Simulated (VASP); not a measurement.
Method: PBE GGA, VASP's PBE PAW potentials (set 64) (plane waves; VASP 6.6.1).

A VASP calculation is set up with these files.

File KPOINTS:
```
K-points
0
Gamma
 14 14 14
0 0 0
```

**POSCAR**
```
Al
1
    0.0000000000     2.0250000000     2.0250000000
    2.0250000000     0.0000000000     2.0250000000
    2.0250000000     2.0250000000     0.0000000000
Al
1
Direct
  0.0000000000   0.0000000000   0.0000000000
```

INCAR:
```
! general
SYSTEM=Al
PREC  =Accurate
ENCUT =400
LREAL =.FALSE.
LASPH =.TRUE.

! electronic loop
EDIFF =1E-6
NELM  =100
ALGO  =Normal

! smearing
ISMEAR=2
SIGMA =0.3

! functional
GGA   =PE

! ions
ISIF  =2

! output
LWAVE =.FALSE.
LCHARG=.FALSE.
```

POTCAR, in this order: Al (PBE.64 set). Program: vasp_std.

The resulting files:

### OSZICAR
```
       N       E                     dE             d eps       ncg     rms          rms(c)
DAV:   1    -0.226921377301E+01   -0.22692E+01   -0.75475E+02  1220   0.254E+02
DAV:   2    -0.374962645946E+01   -0.14804E+01   -0.13438E+01  1365   0.258E+01
DAV:   3    -0.376013258305E+01   -0.10506E-01   -0.10372E-01  1400   0.248E+00
DAV:   4    -0.376016254381E+01   -0.29961E-04   -0.29960E-04  1440   0.126E-01
DAV:   5    -0.376016273304E+01   -0.18923E-06   -0.18976E-06  1400   0.774E-03    0.130E+00
DAV:   6    -0.374703225418E+01    0.13130E-01   -0.17228E-03  1240   0.309E-01    0.755E-01
DAV:   7    -0.373744301439E+01    0.95892E-02   -0.51622E-03  1255   0.499E-01    0.145E-01
DAV:   8    -0.373743907560E+01    0.39388E-05   -0.25037E-05  1290   0.531E-02    0.692E-03
DAV:   9    -0.373743759512E+01    0.14805E-05   -0.10765E-06  1270   0.704E-03    0.118E-03
DAV:  10    -0.373743721416E+01    0.38096E-06   -0.55608E-09   765   0.801E-04
   1 F= -.37374372E+01 E0= -.37373451E+01  d E =-.368329E-03
```

### OUTCAR
```
------------------------ aborting loop because EDIFF is reached ----------------------------------------
  FORCE on cell =-STRESS in cart. coord.  units (eV):
  Direction    XX          YY          ZZ          XY          YZ          ZX
  --------------------------------------------------------------------------------------
  Total       -0.0813382     -0.0813382     -0.0813382     -0.0000000      0.0000000     -0.0000000
  in kB       -7.8469326     -7.8469326     -7.8469326     -0.0000000      0.0000000     -0.0000000
  external PRESSURE =      -7.8469326 kB  Pullay stress =       0.0000000 kB
  volume of cell :       16.61
      direct lattice vectors                 reciprocal lattice vectors
     0.000000000  2.025000000  2.025000000    -0.246913580  0.246913580  0.246913580
     2.025000000  0.000000000  2.025000000     0.246913580 -0.246913580  0.246913580
     2.025000000  2.025000000  0.000000000     0.246913580  0.246913580 -0.246913580
 POSITION                                       TOTAL-FORCE (eV/Angst)
 -----------------------------------------------------------------------------------
      0.00000      0.00000      0.00000        -0.000000     -0.000000     -0.000000
 -----------------------------------------------------------------------------------
    total drift:                                0.000000     -0.000000     -0.000000
  FREE ENERGIE OF THE ION-ELECTRON SYSTEM (eV)
  ---------------------------------------------------
  free  energy   TOTEN  =        -3.7374372142 eV

  energy  without entropy=       -3.7370688852  energy(sigma->0) =       -3.73734513
```
(Selected blocks of OUTCAR.)

The compound is Al in the fcc structure. The cell was not relaxed at this level. The run is one of a series of settings (ISMEAR = 2, SIGMA = 0.3 against the base run), some of them coarse on purpose.
